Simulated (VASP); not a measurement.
Method: HSE06 screened hybrid, VASP's PBE PAW potentials (set 64) (plane waves; VASP).

VASP ran on this input.

POSCAR:
```
Nd2SeO2
14.134810
  0.2841294737   0.0000000000   0.0000000000
 -0.1420647369   0.2460633409   0.0000000000
  0.0000000000   0.0000000000   0.4999999876
Nd Se O
2 1 2
Cart
  0.1420648789   0.0820210316   0.3556672148
 -0.0000001421   0.1640423093   0.1443327728
  0.0000000000   0.0000000000   0.4999999876
  0.1420648789   0.0820210316   0.1871443951
 -0.0000001421   0.1640423093   0.3128555925
```

### KPOINTS
```
Automatic mesh
0
Gamma
6 6 4
0 0 0
```

File KPOINTS_OPT:
```
named points and PBE's band edges
8
Reciprocal
  0.000000   0.000000   0.000000 1 ! GAMMA
  0.000000   0.000000   0.500000 1 ! A
  0.333330   0.333330   0.000000 1 ! K
  0.333330   0.333330   0.500000 1 ! H
  0.500000   0.000000   0.000000 1 ! M
  0.500000   0.000000   0.500000 1 ! L
  0.000000   0.000000   0.444440 1 ! near an edge
  0.351850   0.296300   0.000000 1 ! near an edge
```

INCAR:
```
SYSTEM = Nd2SeO2
PREC = Accurate; ENCUT = 500; LREAL = .FALSE.
LASPH = .TRUE.; ISYM = 3
EDIFF = 1E-6; NELM = 60; ALGO = Normal
LMAXMIX = 6
ISMEAR = 0; SIGMA = 0.05
GGA = PE; LHFCALC = .TRUE.; AEXX = 0.25
HFSCREEN = 0.2; PRECFOCK = Fast
ISIF = 2
LWAVE = .FALSE.; LCHARG = .FALSE.
```

POTCAR, in this order: Nd_3 Se O (PBE.64 set). Program: vasp_std. Read from the step before: WAVECAR.

Output of the run:

**OUTCAR**
```
 ion  position               nearest neighbor table
   1  0.667  0.333  0.711-   4 2.38   5 2.40   5 2.40   5 2.40   3 3.09   3 3.09   3 3.09   2 3.78
                             2 3.78   2 3.78
   2  0.333  0.667  0.289-   5 2.38   4 2.40   4 2.40   4 2.40   3 3.09   3 3.09   3 3.09   1 3.78
                             1 3.78   1 3.78
   3  0.000  0.000  0.000-   1 3.09   2 3.09   2 3.09   1 3.09   1 3.09   2 3.09
   4  0.667  0.333  0.374-   1 2.38   2 2.40   2 2.40   2 2.40
   5  0.333  0.667  0.626-   2 2.38   1 2.40   1 2.40   1 2.40
  LATTYP: Found a hexagonal cell.
 ALAT       =     4.0161161265
 C/A-ratio  =     1.7597610731
 Subroutine PRICEL returns:
 Original cell was already a primitive cell.
 Subroutine GETGRP returns: Found 12 space group operations
The static configuration has the point symmetry D_3d.
The dynamic configuration has the point symmetry D_3d.
 Subroutine INISYM returns: Found 12 space group operations
 Subroutine IBZKPT returns following result:
 Found     24 irreducible k-points:

 Following reciprocal coordinates:
            Coordinates               Weight
  0.000000  0.000000  0.000000      1.000000
  0.166667  0.000000  0.000000      6.000000
  0.333333  0.000000  0.000000      6.000000
  0.500000  0.000000  0.000000      3.000000
  0.166667  0.166667  0.000000      6.000000
  0.333333  0.166667  0.000000     12.000000
  0.333333  0.333333  0.000000      2.000000
  0.000000  0.000000  0.250000      2.000000
  0.166667  0.000000  0.250000      6.000000
  0.000000  0.166667  0.250000      6.000000
  0.333333  0.000000  0.250000      6.000000
  0.000000  0.333333  0.250000      6.000000
  0.500000  0.000000  0.250000      6.000000
  0.166667  0.166667  0.250000     12.000000
  0.333333  0.166667  0.250000     12.000000
 -0.166667  0.500000  0.250000     12.000000
  0.333333  0.333333  0.250000      4.000000
  0.000000  0.000000  0.500000      1.000000
  0.166667  0.000000  0.500000      6.000000
  0.333333  0.000000  0.500000      6.000000
  0.500000  0.000000  0.500000      3.000000
  0.166667  0.166667  0.500000      6.000000
  0.333333  0.166667  0.500000     12.000000
  0.333333  0.333333  0.500000      2.000000
 Subroutine IBZKPT_HF returns following result:
   k-points           NKPTS =     24   k-points in BZ     NKDIM =    144   number of bands    NBANDS=     24
   number of dos      NEDOS =    301   number of ions     NIONS =      5
   total plane-waves  NPLWV =  48600
   dimension x,y,z NGX =    30 NGY =   30 NGZ =   54
   dimension x,y,z NGXF=    60 NGYF=   60 NGZF=  108
   ions per type =               2   1   2
   PREC   = accura    normal or accurate (medium, high low for compatibility)
   ISTART =      1    job   : 0-new  1-cont  2-samecut
   ICHARG =      0    charge: 1-file 2-atom 10-const
   ISPIN  =      1    spin polarized calculation?
   LNONCOLLINEAR =      F non collinear calculations
   LSORBIT =      F    spin-orbit coupling
   INIWAV =      1    electr: 0-lowe 1-rand  2-diag
   ENCUT  =  500.0 eV  36.75 Ry    6.06 a.u.   7.32  7.32 12.89*2*pi/ulx,y,z
   NELM   =     60;   NELMIN=  2; NELMDL=  0     # of ELM steps
   EDIFF  = 0.1E-05   stopping-criterion for ELM
   LREAL  =      F    real-space projection
   NLSPLINE    = F    spline interpolate recip. space projectors
   LMAXMIX     =    6 max onsite mixed and CHGCAR
   VOSKOWN=      0    Vosko Wilk Nusair interpolation
   EDIFFG = 0.1E-04   stopping-criterion for IOM
   NSW    =      0    number of steps for IOM
   NBLOCK =      1;   KBLOCK =      1    inner block; outer block
   IBRION =     -1    ionic relax: 0-MD 1-quasi-New 2-CG
   NFREE  =      0    steps in history (QN), initial steepest desc. (CG)
   ISIF   =      2    stress and relaxation
   ISYM   =      3    0-nonsym 1-usesym 2-fastsym
   TEIN   =    0.0    initial temperature
...
```

**OSZICAR**
```
       N       E                     dE             d eps       ncg     rms          rms(c)
DAV:   1    -0.447895872640E+02   -0.44790E+02   -0.11380E+00  1152   0.799E+00    0.180E+00
DAV:   2    -0.448049637431E+02   -0.15376E-01   -0.72115E-02  1536   0.151E+00    0.125E+00
DAV:   3    -0.448014544334E+02    0.35093E-02   -0.85964E-03  1640   0.656E-01    0.744E-01
DAV:   4    -0.448009998864E+02    0.45455E-03   -0.25235E-03  1456   0.293E-01    0.435E-01
DAV:   5    -0.448006617316E+02    0.33815E-03   -0.26449E-04  1600   0.143E-01    0.245E-01
DAV:   6    -0.448005776934E+02    0.84038E-04   -0.18066E-04  1424   0.983E-02    0.137E-01
DAV:   7    -0.448005531467E+02    0.24547E-04   -0.17171E-05  1504   0.329E-02    0.781E-02
DAV:   8    -0.448005466811E+02    0.64656E-05   -0.14028E-05  1544   0.239E-02    0.443E-02
DAV:   9    -0.448005463142E+02    0.36689E-06   -0.29896E-06  1208   0.129E-02
   1 F= -.44800546E+02 E0= -.44800546E+02  d E =-.256098E-11
       N       E                     dE             ncg
```

File OUTCAR:
```
------------------------ aborting loop because EDIFF is reached ----------------------------------------
  FORCE on cell =-STRESS in cart. coord.  units (eV):
  Direction    XX          YY          ZZ          XY          YZ          ZX
  --------------------------------------------------------------------------------------
  Total       -2.5920895     -2.5920895     -2.6419801     -0.0000000      0.0000000      0.0000000
  in kB      -42.0685414    -42.0685410    -42.8782448     -0.0000000      0.0000000      0.0000000
  external PRESSURE =     -42.3384424 kB  Pullay stress =       0.0000000 kB
  volume of cell :       98.72
      direct lattice vectors                 reciprocal lattice vectors
     4.016116127  0.000000000  0.000000000     0.248996784  0.143758361  0.000000000
    -2.008058063  3.478058571  0.000000000     0.000000000  0.287516722  0.000000000
     0.000000000  0.000000000  7.067404824     0.000000000  0.000000000  0.141494654
 POSITION                                       TOTAL-FORCE (eV/Angst)
 -----------------------------------------------------------------------------------
      2.00806      1.15935      5.02729         0.000000     -0.000000     -0.353592
     -0.00000      2.31871      2.04012        -0.000000      0.000000      0.353592
      0.00000      0.00000      0.00000        -0.000000      0.000000     -0.000000
      2.00806      1.15935      2.64525        -0.000000      0.000000      0.075701
     -0.00000      2.31871      4.42215         0.000000     -0.000000     -0.075701
 -----------------------------------------------------------------------------------
    total drift:                               -0.000000      0.000000     -0.000001
  FREE ENERGIE OF THE ION-ELECTRON SYSTEM (eV)
  ---------------------------------------------------
  free  energy   TOTEN  =       -44.8005463142 eV

  energy  without entropy=      -44.8005463142  energy(sigma->0) =      -44.80054631

  exchange ACFDT corr.  =         0.00000000  see jH, gK, PRB 81, 115126
```
(Selected blocks of OUTCAR.)

The 4f electrons are frozen in the core of the lanthanide potential, so 4f levels, which can set the real gap, and their magnetism are missing.

The structure comes from a computed database's Nd2SeO2 entry (P-3m1); how it stands against other phases isn't given here. It was relaxed first.
